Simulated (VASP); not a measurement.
Computed with PBEsol GGA, VASP's PBE PAW potentials (set 64) (plane waves; VASP 6.6.1).

VASP ran on this input.

**KPOINTS**
```
kpoints
0
gamma
9 9 9
0 0 0
```

**INCAR**
```
! general
SYSTEM   =  ZnS
PREC     =  Accurate
ENCUT    =  500
LREAL    =  F   ! projection in real space or not
LASPH    =  T   ! aspherical one-centre terms

! electronic loop
EDIFF    =  1E-6   ! SCF stop (eV)
NELM     =  100   ! most electronic steps
ALGO     =  Normal
LMAXMIX  =  4

! smearing
ISMEAR   =  0   ! Gaussian
SIGMA    =  0.05   ! width (eV)

! functional
GGA      =  PS   ! PBEsol

! ions
IBRION   =  2   ! conjugate gradients
NSW      =  40   ! most ionic steps
ISIF     =  3
EDIFFG   =  -0.02   ! ionic stop

! output
LWAVE    =  F
LCHARG   =  F
```

File POSCAR:
```
ZnS
1
    0.0000000000     2.6776703000     2.6776703000
    2.6776703000     0.0000000000     2.6776703000
    2.6776703000     2.6776703000     0.0000000000
Zn S
1 1
Direct
  0.0000000000   0.0000000000   0.0000000000
  0.2500000000   0.2500000000   0.2500000000
```

POTCAR, in this order: Zn S (PBE.64 set). Program: vasp_std.

What VASP printed:

**OSZICAR**
```
       N       E                     dE             d eps       ncg     rms          rms(c)
DAV:   1     0.882651786945E+02    0.88265E+02   -0.92061E+03   910   0.162E+03
DAV:   2    -0.182722272959E+01   -0.90092E+02   -0.85860E+02   978   0.283E+02
DAV:   3    -0.792053055709E+01   -0.60933E+01   -0.60610E+01  1130   0.742E+01
DAV:   4    -0.799575164430E+01   -0.75221E-01   -0.75197E-01  1030   0.866E+00
DAV:   5    -0.799680357735E+01   -0.10519E-02   -0.10519E-02  1120   0.105E+00    0.726E+00
DAV:   6    -0.760654463437E+01    0.39026E+00   -0.10327E+00  1215   0.404E+01    0.561E+00
DAV:   7    -0.759188153998E+01    0.14663E-01   -0.35446E-01   930   0.625E+00    0.266E+00
DAV:   8    -0.758880111736E+01    0.30804E-02   -0.55872E-03  1090   0.740E-01    0.722E-01
DAV:   9    -0.758855255136E+01    0.24857E-03   -0.85732E-04  1056   0.366E-01    0.117E-01
DAV:  10    -0.758863580050E+01   -0.83249E-04   -0.19114E-04  1094   0.217E-01    0.736E-02
DAV:  11    -0.758863302868E+01    0.27718E-05   -0.57961E-05  1100   0.177E-01    0.910E-03
DAV:  12    -0.758863285423E+01    0.17445E-06   -0.21641E-06   773   0.291E-02
   1 F= -.75886329E+01 E0= -.75886329E+01  d E =-.758863E+01
       N       E                     dE             d eps       ncg     rms          rms(c)
DAV:   1    -0.759339768768E+01   -0.47647E-02   -0.60224E-02  1075   0.594E+00    0.494E-01
DAV:   2    -0.758929702363E+01    0.41007E-02   -0.14504E-02  1085   0.380E+00    0.190E-01
DAV:   3    -0.758881898369E+01    0.47804E-03   -0.56251E-04   960   0.245E-01    0.869E-02
DAV:   4    -0.758870032412E+01    0.11866E-03   -0.63912E-05  1068   0.135E-01    0.400E-02
DAV:   5    -0.758868064638E+01    0.19678E-04   -0.17624E-05  1378   0.889E-02    0.794E-03
DAV:   6    -0.758868044814E+01    0.19824E-06   -0.56187E-06   870   0.300E-02
   2 F= -.75886804E+01 E0= -.75886804E+01  d E =-.475939E-04
```

**OUTCAR**
```
------------------------ aborting loop because EDIFF is reached ----------------------------------------
  FORCE on cell =-STRESS in cart. coord.  units (eV):
  Direction    XX          YY          ZZ          XY          YZ          ZX
  --------------------------------------------------------------------------------------
  Total       -0.0275021     -0.0275021     -0.0275021      0.0000000     -0.0000000      0.0000000
  in kB       -1.1418746     -1.1418746     -1.1418746      0.0000000     -0.0000000      0.0000000
  external PRESSURE =      -1.1418746 kB  Pullay stress =       0.0000000 kB
  volume of cell :       38.59
      direct lattice vectors                 reciprocal lattice vectors
     0.000000000  2.682105007  2.682105007    -0.186420740  0.186420740  0.186420740
     2.682105007  0.000000000  2.682105007     0.186420740 -0.186420740  0.186420740
     2.682105007  2.682105007  0.000000000     0.186420740  0.186420740 -0.186420740
  FREE ENERGIE OF THE ION-ELECTRON SYSTEM (eV)
  ---------------------------------------------------
  free  energy   TOTEN  =        -7.5886804481 eV

  energy  without entropy=       -7.5886804481  energy(sigma->0) =       -7.58868045

 reached required accuracy - stopping structural energy minimisation
```
(Selected blocks of OUTCAR.)

CONTCAR:
```
ZnS
   1.00000000000000
     0.0000000000000000    2.6821050072954242    2.6821050072954242
     2.6821050072954242    0.0000000000000000    2.6821050072954242
     2.6821050072954242    2.6821050072954242    0.0000000000000000
  Zn              S
     1     1
Direct
     1.0000000000000000    1.0000000000000000    1.0000000000000000
     0.2500000000000000    0.2500000000000000    0.2500000000000000
```

The compound is ZnS in the zinc blende structure. This run relaxes it. Symmetry was kept, so distortions that lower it aren't found.
